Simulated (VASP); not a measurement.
Output of a VASP run:

OUTCAR:
```
 ion  position               nearest neighbor table
   1  0.000  0.000  0.000-   3 2.82   4 2.82   5 2.82   3 2.82   4 2.82   4 2.82   5 2.82   4 2.82
                             3 2.82   5 2.82   3 2.82   5 2.82   2 3.46   2 3.46   2 3.46   2 3.46
   2  0.500  0.500  0.500-   3 2.00   4 2.00   5 2.00   5 2.00   3 2.00   4 2.00   1 3.46   1 3.46
                             1 3.46   1 3.46   1 3.46   1 3.46   1 3.46   1 3.46
   3  0.500  0.000  0.500-   2 2.00   2 2.00   1 2.82   1 2.82   1 2.82   1 2.82
   4  0.000  0.500  0.500-   2 2.00   2 2.00   1 2.82   1 2.82   1 2.82   1 2.82
   5  0.500  0.500  0.000-   2 2.00   2 2.00   1 2.82   1 2.82   1 2.82   1 2.82
  LATTYP: Found a simple cubic cell.
 ALAT       =     3.9900000000
 Subroutine PRICEL returns:
 Original cell was already a primitive cell.
 Subroutine GETGRP returns: Found 48 space group operations
The static configuration has the point symmetry O_h .
The dynamic configuration has the point symmetry O_h .
 Subroutine INISYM returns: Found 48 space group operations
 Subroutine IBZKPT returns following result:
 Found     10 irreducible k-points:

 Following reciprocal coordinates:
            Coordinates               Weight
  0.000000  0.000000  0.000000      1.000000
  0.200000  0.000000  0.000000      6.000000
  0.400000  0.000000  0.000000      6.000000
  0.200000  0.200000  0.000000     12.000000
  0.400000  0.200000  0.000000     24.000000
  0.400000  0.400000  0.000000     12.000000
  0.200000  0.200000  0.200000      8.000000
  0.400000  0.200000  0.200000     24.000000
  0.400000  0.400000  0.200000     24.000000
  0.400000  0.400000  0.400000      8.000000
   k-points           NKPTS =     10   k-points in BZ     NKDIM =     10   number of bands    NBANDS=     23
   number of dos      NEDOS =    301   number of ions     NIONS =      5
   total plane-waves  NPLWV =  27000
   dimension x,y,z NGX =    30 NGY =   30 NGZ =   30
   dimension x,y,z NGXF=    60 NGYF=   60 NGZF=   60
   ions per type =               1   1   3
   PREC   = accura    normal or accurate (medium, high low for compatibility)
   ISTART =      0    job   : 0-new  1-cont  2-samecut
   ICHARG =      2    charge: 1-file 2-atom 10-const
   ISPIN  =      1    spin polarized calculation?
   LNONCOLLINEAR =      F non collinear calculations
   LSORBIT =      F    spin-orbit coupling
   INIWAV =      1    electr: 0-lowe 1-rand  2-diag
   ENCUT  =  520.0 eV  38.22 Ry    6.18 a.u.   7.42  7.42  7.42*2*pi/ulx,y,z
   NELM   =    100;   NELMIN=  2; NELMDL= -5     # of ELM steps
   EDIFF  = 0.1E-05   stopping-criterion for ELM
   LREAL  =      F    real-space projection
   NLSPLINE    = F    spline interpolate recip. space projectors
   LMAXMIX     =    6 max onsite mixed and CHGCAR
   VOSKOWN=      0    Vosko Wilk Nusair interpolation
   EDIFFG = -.2E-01   stopping-criterion for IOM
   NSW    =     60    number of steps for IOM
   NBLOCK =      1;   KBLOCK =     60    inner block; outer block
   IBRION =      2    ionic relax: 0-MD 1-quasi-New 2-CG
   NFREE  =      1    steps in history (QN), initial steepest desc. (CG)
   ISIF   =      3    stress and relaxation
   ISYM   =      2    0-nonsym 1-usesym 2-fastsym
   TEIN   =    0.0    initial temperature
   TEBEG  =    0.0;   TEEND  =   0.0 temperature during run
   SMASS  =  -3.00    Nose mass-parameter (am)
   PSTRESS=    0.0 pullay stress
   NELECT =      38.0000    total number of electrons
   EFERMI =   0.00;   METHOD = LEGACY
   ISMEAR =     0;   SIGMA  =   0.05  broadening in eV -4-tet -1-fermi 0-gaus
   IALGO  =     38    algorithm
   LDIAG  =      T    sub-space diagonalisation (order eigenvalues)
   IMIX   =      4    mixing-type and parameters
     AMIX     =   0.40;   BMIX     =  1.00
     AMIX_MAG =   1.60;   BMIX_MAG =  1.00
     AMIN     =   0.10
   GGA     = MK    functional components
   VOSKOWN =     0    Vosko Wilk Nusair interpolation
   LHFCALC =     F    Hartree Fock is set to
   LHFONE  =     F    Hartree Fock one center treatment
   AEXX    =    0.0000 exact exchange contribution
   LUSE_VDW   =     T    switch on vdW DFT
   IVDW    =     0    specifies the selected vdW correction
   LEPSILON=     F    determine dielectric tensor
   LRPA    =     F    only Hartree local field effects (RPA)
...
```

### OSZICAR
```
       N       E                     dE             d eps       ncg     rms          rms(c)
DAV:   1     0.335734034785E+03    0.33573E+03   -0.21790E+04   460   0.169E+03
DAV:   2    -0.253100902009E+02   -0.36104E+03   -0.35494E+03   588   0.449E+02
DAV:   3    -0.414333130465E+02   -0.16123E+02   -0.16093E+02   572   0.948E+01
DAV:   4    -0.418499135851E+02   -0.41660E+00   -0.41643E+00   817   0.128E+01
DAV:   5    -0.418515366365E+02   -0.16231E-02   -0.16230E-02   579   0.797E-01    0.358E+01
DAV:   6    -0.334199497054E+02    0.84316E+01   -0.44052E+01   570   0.466E+01    0.144E+01
DAV:   7    -0.332662502315E+02    0.15370E+00   -0.23370E+00   616   0.102E+01    0.924E+00
DAV:   8    -0.332089980097E+02    0.57252E-01   -0.38881E-01   589   0.534E+00    0.139E+00
DAV:   9    -0.332016796243E+02    0.73184E-02   -0.30749E-02   612   0.126E+00    0.244E-01
DAV:  10    -0.332009529670E+02    0.72666E-03   -0.74844E-03   664   0.628E-01    0.492E-02
DAV:  11    -0.332009916247E+02   -0.38658E-04   -0.33941E-04   665   0.151E-01    0.366E-02
DAV:  12    -0.332010060490E+02   -0.14424E-04   -0.30283E-05   696   0.444E-02    0.800E-03
DAV:  13    -0.332010055883E+02    0.46067E-06   -0.42456E-06   513   0.131E-02
   1 F= -.33201006E+02 E0= -.33201006E+02  d E =-.332010E+02
       N       E                     dE             d eps       ncg     rms          rms(c)
DAV:   1    -0.334131982953E+02   -0.21219E+00   -0.63734E+00   509   0.243E+01    0.434E+00
DAV:   2    -0.332341570162E+02    0.17904E+00   -0.64943E-01   523   0.588E+00    0.200E+00
DAV:   3    -0.331993621118E+02    0.34795E-01   -0.62567E-02   592   0.241E+00    0.815E-01
DAV:   4    -0.331949851966E+02    0.43769E-02   -0.24290E-02   667   0.103E+00    0.467E-01
DAV:   5    -0.331952957050E+02   -0.31051E-03   -0.15522E-03   746   0.232E-01    0.116E-01
DAV:   6    -0.331953332166E+02   -0.37512E-04   -0.42895E-04   662   0.134E-01    0.334E-02
DAV:   7    -0.331953304163E+02    0.28003E-05   -0.27103E-05   683   0.317E-02    0.979E-03
DAV:   8    -0.331953296819E+02    0.73447E-06   -0.17355E-06   515   0.832E-03
   2 F= -.33195330E+02 E0= -.33195330E+02  d E =0.567591E-02
       N       E                     dE             d eps       ncg     rms          rms(c)
DAV:   1    -0.332805557967E+02   -0.85225E-01   -0.20957E+00   488   0.138E+01    0.244E+00
DAV:   2    -0.332207706119E+02    0.59785E-01   -0.21330E-01   509   0.340E+00    0.113E+00
DAV:   3    -0.332095057311E+02    0.11265E-01   -0.21108E-02   634   0.139E+00    0.390E-01
DAV:   4    -0.332083907183E+02    0.11150E-02   -0.63953E-03   668   0.550E-01    0.219E-01
DAV:   5    -0.332085415719E+02   -0.15085E-03   -0.63079E-04   733   0.149E-01    0.372E-02
DAV:   6    -0.332085480076E+02   -0.64358E-05   -0.13117E-04   723   0.785E-02    0.216E-02
DAV:   7    -0.332085521491E+02   -0.41415E-05   -0.75243E-06   665   0.186E-02    0.309E-03
DAV:   8    -0.332085521249E+02    0.24173E-07   -0.13879E-07   363   0.364E-03
   3 F= -.33208552E+02 E0= -.33208552E+02  d E =-.754654E-02
```

OUTCAR:
```
------------------------ aborting loop because EDIFF is reached ----------------------------------------
  FORCE on cell =-STRESS in cart. coord.  units (eV):
  Direction    XX          YY          ZZ          XY          YZ          ZX
  --------------------------------------------------------------------------------------
  Total       -0.0052629     -0.0052629     -0.0052629     -0.0000000     -0.0000000      0.0000000
  in kB       -0.1309350     -0.1309350     -0.1309350     -0.0000000     -0.0000000      0.0000000
  external PRESSURE =      -0.1309350 kB  Pullay stress =       0.0000000 kB
  volume of cell :       64.40
      direct lattice vectors                 reciprocal lattice vectors
     4.008291917  0.000000000 -0.000000000     0.249482827  0.000000000 -0.000000000
    -0.000000000  4.008291917  0.000000000    -0.000000000  0.249482827 -0.000000000
     0.000000000  0.000000000  4.008291917     0.000000000  0.000000000  0.249482827
 POSITION                                       TOTAL-FORCE (eV/Angst)
 -----------------------------------------------------------------------------------
      0.00000      0.00000      0.00000         0.000000     -0.000000      0.000000
      2.00415      2.00415      2.00415        -0.000000     -0.000000      0.000000
      2.00415      0.00000      2.00415         0.000000      0.000000      0.000000
      0.00000      2.00415      2.00415        -0.000000      0.000000      0.000000
      2.00415      2.00415     -0.00000         0.000000     -0.000000      0.000000
 -----------------------------------------------------------------------------------
    total drift:                                0.000000      0.000000     -0.000000
  FREE ENERGIE OF THE ION-ELECTRON SYSTEM (eV)
  ---------------------------------------------------
  free  energy   TOTEN  =       -33.2085521249 eV

  energy  without entropy=      -33.2085521249  energy(sigma->0) =      -33.20855212

 reached required accuracy - stopping structural energy minimisation
```
(Selected blocks of OUTCAR.)

**POSCAR**
```
KTaO3
1
    3.9900000000     0.0000000000     0.0000000000
    0.0000000000     3.9900000000     0.0000000000
    0.0000000000     0.0000000000     3.9900000000
K Ta O
1 1 3
Direct
  0.0000000000   0.0000000000   0.0000000000
  0.5000000000   0.5000000000   0.5000000000
  0.5000000000   0.0000000000   0.5000000000
  0.0000000000   0.5000000000   0.5000000000
  0.5000000000   0.5000000000   0.0000000000
```

Question: Reconstruct the remaining input files.

Answer: Several could match; the one computed here: the input of the run itself, rev-vdW-DF2, plane waves, VASP's PBE PAW potentials (set 64).

KPOINTS:
```
Regular mesh
0
G
  5 5 5
0 0 0
```

INCAR:
```
# general
SYSTEM    =  KTaO3
PREC      =  Accurate
ENCUT     =  520
LREAL     =  F
LASPH     =  T

# electronic loop
EDIFF     =  1E-6
NELM      =  100
ALGO      =  Normal
LMAXMIX   =  6

# smearing
ISMEAR    =  0
SIGMA     =  0.05

# functional
GGA       =  MK
LUSE_VDW  =  T
AGGAC     =  0.0
PARAM1    =  0.1234568
PARAM2    =  0.7114
ZAB_VDW   =  -1.8867

# ions
IBRION    =  2
NSW       =  60
ISIF      =  3
EDIFFG    =  -0.02

# output
LWAVE     =  F
LCHARG    =  F
```

POTCAR, in this order: K_sv Ta_pv O (PBE.64 set). Program: vasp_std.

The compound is KTaO3 in the cubic perovskite structure. This run relaxes it. Symmetry was kept, so distortions that lower it aren't found. The start is the result of an earlier pass.
